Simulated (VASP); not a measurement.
Calculation: vdW-DF2, VASP's PBE PAW potentials (set 64) (plane waves; VASP).

A VASP calculation is set up with these files.

File POSCAR:
```
WC
1
    1.4904465845    -2.5815292909     0.0000000000
    1.4904465845     2.5815292909     0.0000000000
    0.0000000000     0.0000000000     2.8971124989
W C
1 1
Direct
  0.0000000000   0.0000000000   0.0000000000
  0.3333330000   0.6666670000   0.5000000000
```

INCAR:
```
# general
SYSTEM  =WC
PREC    =Accurate
ENCUT   =520
LREAL   =.FALSE.   # projection in real space or not
LASPH   =.TRUE.

# electronic loop
EDIFF   =1E-7
NELM    =100   # most electronic steps
ALGO    =Normal
LMAXMIX =6   # l cut-off of mixed one-centre charges

# smearing
ISMEAR  =-5

# functional
GGA     =ML
LUSE_VDW=.TRUE.
AGGAC   =0.0
ZAB_VDW =-1.8867

# ions
ISIF    =2   # forces and stress, cell fixed

# output
LWAVE   =.FALSE.
LCHARG  =.TRUE.
LORBIT  =11
NEDOS   =601   # DOS grid
```

**KPOINTS**
```
Automatic mesh
0
G
16 16 14
0 0 0
```

POTCAR, in this order: W_sv C (PBE.64 set). Program: vasp_std.

The resulting files:

**OUTCAR**
```
 ion  position               nearest neighbor table
   1  0.000  0.000  0.000-   2 2.25   2 2.25   2 2.25   2 2.25   2 2.25   2 2.25
   2  0.333  0.667  0.500-   1 2.25   1 2.25   1 2.25   1 2.25   1 2.25   1 2.25
  LATTYP: Found a hexagonal cell.
 ALAT       =     2.9808932388
 C/A-ratio  =     0.9718940824
 Subroutine PRICEL returns:
 Original cell was already a primitive cell.
 Subroutine GETGRP returns: Found 12 space group operations
The static configuration has the point symmetry D_3h.
The dynamic configuration has the point symmetry D_3h.
 Subroutine INISYM returns: Found 12 space group operations
 Subroutine IBZKPT returns following result:
 Found    240 irreducible k-points:

 Following reciprocal coordinates:
            Coordinates               Weight
  0.000000  0.000000  0.000000      1.000000
  0.062500  0.000000  0.000000      6.000000
  0.125000  0.000000  0.000000      6.000000
  0.187500  0.000000  0.000000      6.000000
  0.250000  0.000000  0.000000      6.000000
  0.312500  0.000000  0.000000      6.000000
  0.375000  0.000000  0.000000      6.000000
  0.437500  0.000000  0.000000      6.000000
  0.500000  0.000000  0.000000      3.000000
  0.062500  0.062500  0.000000      6.000000
  0.125000  0.062500  0.000000     12.000000
  0.187500  0.062500  0.000000     12.000000
  0.250000  0.062500  0.000000     12.000000
  0.312500  0.062500  0.000000     12.000000
  0.375000  0.062500  0.000000     12.000000
  0.437500  0.062500  0.000000     12.000000
  0.125000  0.125000  0.000000      6.000000
  0.187500  0.125000  0.000000     12.000000
  0.250000  0.125000  0.000000     12.000000
  0.312500  0.125000  0.000000     12.000000
  0.375000  0.125000  0.000000     12.000000
  0.437500  0.125000  0.000000      6.000000
  0.187500  0.187500  0.000000      6.000000
  0.250000  0.187500  0.000000     12.000000
  0.312500  0.187500  0.000000     12.000000
  0.375000  0.187500  0.000000     12.000000
  0.250000  0.250000  0.000000      6.000000
  0.312500  0.250000  0.000000     12.000000
  0.375000  0.250000  0.000000      6.000000
  0.312500  0.312500  0.000000      6.000000
  0.000000  0.000000  0.071429      2.000000
  0.062500  0.000000  0.071429     12.000000
  0.125000  0.000000  0.071429     12.000000
  0.187500  0.000000  0.071429     12.000000
  0.250000  0.000000  0.071429     12.000000
  0.312500  0.000000  0.071429     12.000000
  0.375000  0.000000  0.071429     12.000000
  0.437500  0.000000  0.071429     12.000000
  0.500000  0.000000  0.071429      6.000000
  0.062500  0.062500  0.071429     12.000000
   k-points           NKPTS =    240   k-points in BZ     NKDIM =    240   number of bands    NBANDS=     13
   number of dos      NEDOS =    601   number of ions     NIONS =      2
   total plane-waves  NPLWV =  13824
   dimension x,y,z NGX =    24 NGY =   24 NGZ =   24
   dimension x,y,z NGXF=    48 NGYF=   48 NGZF=   48
   ions per type =               1   1
   PREC   = accura    normal or accurate (medium, high low for compatibility)
   ISTART =      0    job   : 0-new  1-cont  2-samecut
   ICHARG =      2    charge: 1-file 2-atom 10-const
   ISPIN  =      1    spin polarized calculation?
   LNONCOLLINEAR =      F non collinear calculations
   LSORBIT =      F    spin-orbit coupling
   INIWAV =      1    electr: 0-lowe 1-rand  2-diag
   ENCUT  =  520.0 eV  38.22 Ry    6.18 a.u.   5.54  5.54  5.39*2*pi/ulx,y,z
   NELM   =    100;   NELMIN=  2; NELMDL= -5     # of ELM steps
   EDIFF  = 0.1E-06   stopping-criterion for ELM
   LREAL  =      F    real-space projection
   NLSPLINE    = F    spline interpolate recip. space projectors
...
```

OSZICAR:
```
       N       E                     dE             d eps       ncg     rms          rms(c)
DAV:   1     0.118745272779E+03    0.11875E+03   -0.98892E+03  6248   0.153E+03
DAV:   2    -0.155660598706E+02   -0.13431E+03   -0.13133E+03  7115   0.380E+02
DAV:   3    -0.199914040446E+02   -0.44253E+01   -0.43835E+01  7716   0.637E+01
DAV:   4    -0.200429213414E+02   -0.51517E-01   -0.51483E-01  6879   0.717E+00
DAV:   5    -0.200433928651E+02   -0.47152E-03   -0.47147E-03  7336   0.714E-01    0.273E+01
DAV:   6    -0.161971390531E+02    0.38463E+01   -0.15021E+01  6950   0.367E+01    0.547E+00
DAV:   7    -0.160421309224E+02    0.15501E+00   -0.94599E-01  6605   0.857E+00    0.525E+00
DAV:   8    -0.160415825921E+02    0.54833E-03   -0.12325E-01  6720   0.380E+00    0.113E+00
DAV:   9    -0.160399265498E+02    0.16560E-02   -0.42104E-03  6900   0.676E-01    0.181E-01
DAV:  10    -0.160407450158E+02   -0.81847E-03   -0.15332E-03  6560   0.409E-01    0.779E-02
DAV:  11    -0.160407263078E+02    0.18708E-04   -0.41519E-05  7260   0.663E-02    0.156E-02
DAV:  12    -0.160407316485E+02   -0.53406E-05   -0.20936E-05  6375   0.595E-02    0.334E-03
DAV:  13    -0.160407324175E+02   -0.76906E-06   -0.35798E-07  7494   0.663E-03    0.216E-03
DAV:  14    -0.160407320424E+02    0.37516E-06   -0.23761E-07  5825   0.554E-03    0.827E-04
DAV:  15    -0.160407322212E+02   -0.17880E-06   -0.87092E-09  3170   0.125E-03    0.128E-04
DAV:  16    -0.160407322158E+02    0.53487E-08   -0.15252E-09  3135   0.489E-04
   1 F= -.16040732E+02 E0= -.16040732E+02  d E =0.000000E+00
```

File OUTCAR:
```
------------------------ aborting loop because EDIFF is reached ----------------------------------------
  FORCE on cell =-STRESS in cart. coord.  units (eV):
  Direction    XX          YY          ZZ          XY          YZ          ZX
  --------------------------------------------------------------------------------------
  Total       -0.0116005     -0.0116005      0.0594797      0.0000000      0.0000000     -0.0000000
  in kB       -0.8336758     -0.8336758      4.2745512      0.0000000      0.0000000     -0.0000000
  external PRESSURE =       0.8690665 kB  Pullay stress =       0.0000000 kB
  volume of cell :       22.29
      direct lattice vectors                 reciprocal lattice vectors
     1.490446584 -2.581529291  0.000000000     0.335469922 -0.193683644  0.000000000
     1.490446584  2.581529291  0.000000000     0.335469922  0.193683644  0.000000000
     0.000000000  0.000000000  2.897112499     0.000000000  0.000000000  0.345171270
 POSITION                                       TOTAL-FORCE (eV/Angst)
 -----------------------------------------------------------------------------------
      0.00000      0.00000      0.00000        -0.000000      0.000000      0.000000
      1.49045      0.86051      1.44856         0.000000      0.000000      0.000000
 -----------------------------------------------------------------------------------
    total drift:                                0.000000     -0.000427      0.000000
  FREE ENERGIE OF THE ION-ELECTRON SYSTEM (eV)
  ---------------------------------------------------
  free  energy   TOTEN  =       -16.0407322158 eV

  energy  without entropy=      -16.0407322158  energy(sigma->0) =      -16.04073222

 total charge

# of ion       s       p       d       tot
------------------------------------------
    1        2.331   6.361   3.298  11.990
    2        0.858   1.577   0.000   2.435
--------------------------------------------------
tot          3.189   7.938   3.298  14.425
```
(Selected blocks of OUTCAR.)

For a metal the tetrahedron method with Blöchl corrections gives inexact stress and forces.

The compound is WC in the wc structure. It was relaxed first, which changed the volume by +7 %.
